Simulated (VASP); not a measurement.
The input files of a VASP run:

### KPOINTS
```
Automatic
0
G
12 12 12
```

**INCAR**
```
LREAL = .FALSE.
ISIF = 2   ! forces and stress, cell fixed
LASPH = .TRUE.   ! aspherical one-centre terms
SIGMA = 0.1   ! width (eV)
NELM = 100
SYSTEM = MoSi2
LWAVE = .FALSE.
GGA = PE   ! PBE
EDIFF = 1E-3
LMAXMIX = 4
ENCUT = 400   ! plane-wave cut-off (eV)
ALGO = Normal   ! blocked Davidson
ISMEAR = 1   ! Methfessel-Paxton
LCHARG = .FALSE.
PREC = Accurate
```

**POSCAR**
```
MoSi2
1
   -1.6286880000     1.5614430000     3.8075650000
    1.6286880000    -1.5614430000     3.8075650000
    1.6286880000     1.5614430000    -3.8075650000
Si Mo
2 1
Direct
  0.6650000000   0.6650000000   0.0000000000
  0.3350000000   0.3350000000   0.0000000000
 -0.0000000000   0.0110170000   0.0110170000
```

POTCAR, in this order: Si Mo_sv (PBE.64 set). Program: vasp_std.

### Question
Write an equivalent input for Ansatz.

### Answer
One equivalent input (not run):
Ansatz 0.2 input:
```yaml
crystal:
  lattice:
    - [-1.6286880, 1.5614430, 3.8075650]
    - [1.6286880, -1.5614430, 3.8075650]
    - [1.6286880, 1.5614430, -3.8075650]
  atoms:
    - { symbol: Si, position: [0.6650000, 0.6650000, 0.0000000] }
    - { symbol: Si, position: [0.3350000, 0.3350000, 0.0000000] }
    - { symbol: Mo, position: [0.0000000, 0.0110170, 0.0110170] }
kpoints:
  mp_grid: { grid: [12, 12, 12] }
hamiltonian:
  xc: pbe
  pseudopotentials: { kind: paw }
scf:
  occupations: { method: methfessel_paxton, width: 0.1 }
  max_iter: 100
output: { forces: true, stress: true, eigenvalues: true }
```
What does not carry over: each code has its own PAW files, so the cut-off isn't converted (ENCUT is set for VASP's; basis.ecutwfc is left out, and Ansatz then takes the one that its files recommend); Ansatz stops its SCF on the density residual and VASP on the energy change (EDIFF).

The compound is MoSi2 in the MoSi2 type structure. The cell was not relaxed at this level. The run is one of a series of settings (EDIFF = 1E-3 against the base run), some of them coarse on purpose.
